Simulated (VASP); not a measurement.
Output of a VASP run:

**OUTCAR**
```
 ion  position               nearest neighbor table
   1  0.500  0.000  0.000-  33 2.36  47 2.36  55 2.36  63 2.36
   2  0.750  0.250  0.000-  33 2.36  34 2.36  45 2.36  56 2.36
   3  0.750  0.000  0.250-  33 2.36  35 2.36  39 2.36  50 2.36
   4  0.000  0.000  0.000-  36 2.36  39 2.36  45 2.36  64 2.36
   5  0.250  0.250  0.000-  36 2.36  37 2.36  55 2.36  61 2.36
   6  0.500  0.500  0.000-  37 2.36  38 2.36  56 2.36  62 2.36
   7  0.750  0.750  0.000-  38 2.36  39 2.36  57 2.36  63 2.36
   8  0.250  0.000  0.250-  36 2.36  40 2.36  47 2.36  58 2.36
   9  0.500  0.250  0.250-  33 2.36  37 2.36  40 2.36  41 2.36
  10  0.750  0.500  0.250-  34 2.36  38 2.36  41 2.36  42 2.36
  11  0.500  0.000  0.500-  40 2.36  43 2.36  50 2.36  60 2.36
  12  0.750  0.250  0.500-  35 2.36  41 2.36  43 2.36  44 2.36
  13  0.750  0.000  0.750-  43 2.36  45 2.36  54 2.36  63 2.36
  14  0.000  0.500  0.000-  34 2.36  46 2.36  57 2.36  61 2.36
  15  0.250  0.750  0.000-  46 2.36  47 2.36  62 2.36  64 2.36
  16  0.000  0.250  0.250-  34 2.36  35 2.36  36 2.36  48 2.36
  17  0.250  0.500  0.250-  37 2.36  46 2.36  48 2.36  49 2.36
  18  0.500  0.750  0.250-  38 2.36  47 2.36  49 2.36  50 2.36
  19  0.000  0.000  0.500-  35 2.36  51 2.36  54 2.36  58 2.36
  20  0.250  0.250  0.500-  40 2.36  48 2.36  51 2.36  52 2.36
  21  0.500  0.500  0.500-  41 2.36  49 2.36  52 2.36  53 2.36
  22  0.750  0.750  0.500-  42 2.36  50 2.36  53 2.36  54 2.36
  23  0.250  0.000  0.750-  51 2.36  55 2.36  60 2.36  64 2.36
  24  0.500  0.250  0.750-  43 2.36  52 2.36  55 2.36  56 2.36
  25  0.750  0.500  0.750-  44 2.36  53 2.36  56 2.36  57 2.36
  26  0.000  0.750  0.250-  39 2.36  42 2.36  46 2.36  58 2.36
  27  0.000  0.500  0.500-  42 2.36  44 2.36  48 2.36  59 2.36
  28  0.250  0.750  0.500-  49 2.36  58 2.36  59 2.36  60 2.36
  29  0.000  0.250  0.750-  44 2.36  45 2.36  51 2.36  61 2.36
  30  0.250  0.500  0.750-  52 2.36  59 2.36  61 2.36  62 2.36
  31  0.500  0.750  0.750-  53 2.36  60 2.36  62 2.36  63 2.36
  32  0.000  0.750  0.750-  54 2.36  57 2.36  59 2.36  64 2.36
  33  0.625  0.125  0.125-   1 2.36   2 2.36   3 2.36   9 2.36
  34  0.875  0.375  0.125-   2 2.36  10 2.36  14 2.36  16 2.36
  35  0.875  0.125  0.375-   3 2.36  12 2.36  16 2.36  19 2.36
  36  0.125  0.125  0.125-   4 2.36   5 2.36   8 2.36  16 2.36
  37  0.375  0.375  0.125-   5 2.36   6 2.36   9 2.36  17 2.36
  38  0.625  0.625  0.125-   6 2.36   7 2.36  10 2.36  18 2.36
  39  0.875  0.875  0.125-   3 2.36   4 2.36   7 2.36  26 2.36
  40  0.375  0.125  0.375-   8 2.36   9 2.36  11 2.36  20 2.36
  41  0.625  0.375  0.375-   9 2.36  10 2.36  12 2.36  21 2.36
  42  0.875  0.625  0.375-  10 2.36  22 2.36  26 2.36  27 2.36
  43  0.625  0.125  0.625-  11 2.36  12 2.36  13 2.36  24 2.36
  44  0.875  0.375  0.625-  12 2.36  25 2.36  27 2.36  29 2.36
  45  0.875  0.125  0.875-   2 2.36   4 2.36  13 2.36  29 2.36
  46  0.125  0.625  0.125-  14 2.36  15 2.36  17 2.36  26 2.36
  47  0.375  0.875  0.125-   1 2.36   8 2.36  15 2.36  18 2.36
  48  0.125  0.375  0.375-  16 2.36  17 2.36  20 2.36  27 2.36
  49  0.375  0.625  0.375-  17 2.36  18 2.36  21 2.36  28 2.36
  50  0.625  0.875  0.375-   3 2.36  11 2.36  18 2.36  22 2.36
  51  0.125  0.125  0.625-  19 2.36  20 2.36  23 2.36  29 2.36
  52  0.375  0.375  0.625-  20 2.36  21 2.36  24 2.36  30 2.36
  53  0.625  0.625  0.625-  21 2.36  22 2.36  25 2.36  31 2.36
  54  0.875  0.875  0.625-  13 2.36  19 2.36  22 2.36  32 2.36
  55  0.375  0.125  0.875-   1 2.36   5 2.36  23 2.36  24 2.36
  56  0.625  0.375  0.875-   2 2.36   6 2.36  24 2.36  25 2.36
  57  0.875  0.625  0.875-   7 2.36  14 2.36  25 2.36  32 2.36
  58  0.125  0.875  0.375-   8 2.36  19 2.36  26 2.36  28 2.36
  59  0.125  0.625  0.625-  27 2.36  28 2.36  30 2.36  32 2.36
  60  0.375  0.875  0.625-  11 2.36  23 2.36  28 2.36  31 2.36
  61  0.125  0.375  0.875-   5 2.36  14 2.36  29 2.36  30 2.36
  62  0.375  0.625  0.875-   6 2.36  15 2.36  30 2.36  31 2.36
  63  0.625  0.875  0.875-   1 2.36   7 2.36  13 2.36  31 2.36
  64  0.125  0.875  0.875-   4 2.36  15 2.36  23 2.36  32 2.36
  LATTYP: Found a simple cubic cell.
 ALAT       =    10.8925962356
 Subroutine PRICEL returns following result:
  LATTYP: Found a face centered cubic cell.
 ALAT       =     5.4462981178
 Subroutine GETGRP returns: Found 24 space group operations
The static configuration has the point symmetry T_d .
The dynamic configuration has the point symmetry T_d .
 Subroutine INISYM returns: Found 24 space group operations
 Subroutine IBZKPT returns following result:
 Found      1 irreducible k-points:

 Following reciprocal coordinates:
            Coordinates               Weight
  0.000000  0.000000  0.000000      1.000000
...
```

File OSZICAR:
```
       N       E                     dE             d eps       ncg     rms          rms(c)
DAV:   1    -0.217674697062E+03   -0.21767E+03   -0.20236E-03   820   0.148E-01    0.999E-02
RMM:   2    -0.217674563573E+03    0.13349E-03   -0.41387E-04   796   0.602E-02    0.350E-02
RMM:   3    -0.217674549720E+03    0.13853E-04   -0.10216E-04   779   0.122E-02    0.760E-03
RMM:   4    -0.217674551340E+03   -0.16203E-05   -0.22771E-05   716   0.840E-03    0.702E-03
RMM:   5    -0.217674552107E+03   -0.76696E-06   -0.37056E-06   586   0.344E-03
   1 F= -.21767455E+03 E0= -.21767455E+03  d E =-.743829E-15
```

File OUTCAR:
```
------------------------ aborting loop because EDIFF is reached ----------------------------------------
  FORCE on cell =-STRESS in cart. coord.  units (eV):
  Direction    XX          YY          ZZ          XY          YZ          ZX
  --------------------------------------------------------------------------------------
  Total        0.6772831      0.6772831      0.6772831     -0.0000000      0.0000000     -0.0000000
  in kB        0.8396273      0.8396273      0.8396273     -0.0000000      0.0000000     -0.0000000
  external PRESSURE =       0.8396273 kB  Pullay stress =       0.0000000 kB
  volume of cell :     1292.39
      direct lattice vectors                 reciprocal lattice vectors
    10.892596236  0.000000000  0.000000000     0.091805478  0.000000000  0.000000000
     0.000000000 10.892596236  0.000000000     0.000000000  0.091805478  0.000000000
     0.000000000  0.000000000 10.892596236     0.000000000  0.000000000  0.091805478
  FREE ENERGIE OF THE ION-ELECTRON SYSTEM (eV)
  ---------------------------------------------------
  free  energy   TOTEN  =      -217.6745521069 eV

  energy  without entropy=     -217.6745521069  energy(sigma->0) =     -217.67455211

 total charge

# of ion       s       p       d       tot
------------------------------------------
    1        0.508   0.459   9.798  10.764
    2        0.508   0.459   9.798  10.764
    3        0.508   0.459   9.798  10.764
    4        0.508   0.459   9.798  10.764
    5        0.508   0.459   9.798  10.764
    6        0.508   0.459   9.798  10.764
    7        0.508   0.459   9.798  10.764
    8        0.508   0.459   9.798  10.764
    9        0.508   0.459   9.798  10.764
   10        0.508   0.459   9.798  10.764
   11        0.508   0.459   9.798  10.764
   12        0.508   0.459   9.798  10.764
   13        0.508   0.459   9.798  10.764
   14        0.508   0.459   9.798  10.764
   15        0.508   0.459   9.798  10.764
   16        0.508   0.459   9.798  10.764
   17        0.508   0.459   9.798  10.764
   18        0.508   0.459   9.798  10.764
   19        0.508   0.459   9.798  10.764
   20        0.508   0.459   9.798  10.764
   21        0.508   0.459   9.798  10.764
   22        0.508   0.459   9.798  10.764
   23        0.508   0.459   9.798  10.764
   24        0.508   0.459   9.798  10.764
   25        0.508   0.459   9.798  10.764
   26        0.508   0.459   9.798  10.764
   27        0.508   0.459   9.798  10.764
   28        0.508   0.459   9.798  10.764
   29        0.508   0.459   9.798  10.764
   30        0.508   0.459   9.798  10.764
   31        0.508   0.459   9.798  10.764
   32        0.508   0.459   9.798  10.764
   33        1.311   2.436   0.000   3.747
   34        1.311   2.436   0.000   3.747
   35        1.311   2.436   0.000   3.747
   36        1.311   2.436   0.000   3.747
   37        1.311   2.436   0.000   3.747
   38        1.311   2.436   0.000   3.747
   39        1.311   2.436   0.000   3.747
   40        1.311   2.436   0.000   3.747
   41        1.311   2.436   0.000   3.747
   42        1.311   2.436   0.000   3.747
   43        1.311   2.436   0.000   3.747
   44        1.311   2.436   0.000   3.747
   45        1.311   2.436   0.000   3.747
   46        1.311   2.436   0.000   3.747
   47        1.311   2.436   0.000   3.747
   48        1.311   2.436   0.000   3.747
...
```
(Selected blocks of OUTCAR.)

**POSCAR**
```
Zn32S32
1
   10.8925962356     0.0000000000     0.0000000000
    0.0000000000    10.8925962356     0.0000000000
    0.0000000000     0.0000000000    10.8925962356
Zn S
32 32
Direct
  0.5000000000   0.0000000000   0.0000000000
  0.7500000000   0.2500000000   0.0000000000
  0.7500000000   0.0000000000   0.2500000000
  0.0000000000   0.0000000000   0.0000000000
  0.2500000000   0.2500000000   0.0000000000
  0.5000000000   0.5000000000   0.0000000000
  0.7500000000   0.7500000000   0.0000000000
  0.2500000000   0.0000000000   0.2500000000
  0.5000000000   0.2500000000   0.2500000000
  0.7500000000   0.5000000000   0.2500000000
  0.5000000000   0.0000000000   0.5000000000
  0.7500000000   0.2500000000   0.5000000000
  0.7500000000   0.0000000000   0.7500000000
  0.0000000000   0.5000000000   0.0000000000
  0.2500000000   0.7500000000   0.0000000000
  0.0000000000   0.2500000000   0.2500000000
  0.2500000000   0.5000000000   0.2500000000
  0.5000000000   0.7500000000   0.2500000000
  0.0000000000   0.0000000000   0.5000000000
  0.2500000000   0.2500000000   0.5000000000
  0.5000000000   0.5000000000   0.5000000000
  0.7500000000   0.7500000000   0.5000000000
  0.2500000000   0.0000000000   0.7500000000
  0.5000000000   0.2500000000   0.7500000000
  0.7500000000   0.5000000000   0.7500000000
  0.0000000000   0.7500000000   0.2500000000
  0.0000000000   0.5000000000   0.5000000000
  0.2500000000   0.7500000000   0.5000000000
  0.0000000000   0.2500000000   0.7500000000
  0.2500000000   0.5000000000   0.7500000000
  0.5000000000   0.7500000000   0.7500000000
  0.0000000000   0.7500000000   0.7500000000
  0.6250000000   0.1250000000   0.1250000000
  0.8750000000   0.3750000000   0.1250000000
  0.8750000000   0.1250000000   0.3750000000
  0.1250000000   0.1250000000   0.1250000000
  0.3750000000   0.3750000000   0.1250000000
  0.6250000000   0.6250000000   0.1250000000
  0.8750000000   0.8750000000   0.1250000000
  0.3750000000   0.1250000000   0.3750000000
  0.6250000000   0.3750000000   0.3750000000
  0.8750000000   0.6250000000   0.3750000000
  0.6250000000   0.1250000000   0.6250000000
  0.8750000000   0.3750000000   0.6250000000
  0.8750000000   0.1250000000   0.8750000000
  0.1250000000   0.6250000000   0.1250000000
  0.3750000000   0.8750000000   0.1250000000
  0.1250000000   0.3750000000   0.3750000000
  0.3750000000   0.6250000000   0.3750000000
  0.6250000000   0.8750000000   0.3750000000
  0.1250000000   0.1250000000   0.6250000000
  0.3750000000   0.3750000000   0.6250000000
  0.6250000000   0.6250000000   0.6250000000
  0.8750000000   0.8750000000   0.6250000000
  0.3750000000   0.1250000000   0.8750000000
  0.6250000000   0.3750000000   0.8750000000
  0.8750000000   0.6250000000   0.8750000000
  0.1250000000   0.8750000000   0.3750000000
  0.1250000000   0.6250000000   0.6250000000
  0.3750000000   0.8750000000   0.6250000000
  0.1250000000   0.3750000000   0.8750000000
  0.3750000000   0.6250000000   0.8750000000
  0.6250000000   0.8750000000   0.8750000000
  0.1250000000   0.8750000000   0.8750000000
```

### Question
Write an INCAR and KPOINTS that could have produced this output.

### Answer
Several could match; the one computed here: the input of the run itself, PBE GGA, plane waves, VASP's PBE PAW potentials (set 64).

INCAR:
```
SYSTEM = Zn32S32
PREC = Normal; ENCUT = 400; LREAL = Auto
LASPH = .TRUE.
EDIFF = 1E-6; NELM = 100; NELMIN = 4
ALGO = Fast; LMAXMIX = 4
ISMEAR = 0; SIGMA = 0.05
GGA = PE
LWAVE = .FALSE.; LCHARG = .FALSE.; LORBIT = 11
LVHAR = .TRUE.
```

File KPOINTS:
```
Automatic
0
G
  1 1 1
0 0 0
```

POTCAR, in this order: Zn S (PBE.64 set). Program: vasp_gam. Read from the step before: WAVECAR.

The supercell is sampled at Γ alone, which is coarse: total energies, pressure and levels can be off, energies of defects by several tenths of an eV.

The cell is a supercell, built from ZnS (zinc blende).
